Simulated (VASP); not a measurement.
Input:

```
CELL_PARAMETERS angstrom
     -3.07479     3.07479     3.07479
      3.07479    -3.07479     3.07479
      3.07479     3.07479    -3.07479
ATOMIC_POSITIONS crystal
  Cs 0.00000 0.00000 0.00000
```

Level of theory: PBE GGA, VASP's PBE PAW potentials (set 64) (plane waves; VASP). Settings: 480 eV cut-off, 8×8×8 Γ-centred mesh, first-order Methfessel-Paxton smearing of 0.10 eV, potentials Cs_sv.

Unless said otherwise, spin-orbit coupling is left out, though it shifts the bands of the heavy elements here.

### Question
Predict the energy per atom (σ→0), band gap (on the k-mesh) with the smallest direct gap where there is one.

### Answer

```json
{
 "band gap (on the k-mesh)": "none (metal, semimetal or under 0.01 eV)",
 "energy per atom (σ→0)": "-0.844 eV/atom"
}
```

The absolute energy has meaning only against runs of the same code, potentials and settings.

The compound is Cs in the bcc structure. It was relaxed first. The start is the result of an earlier pass.
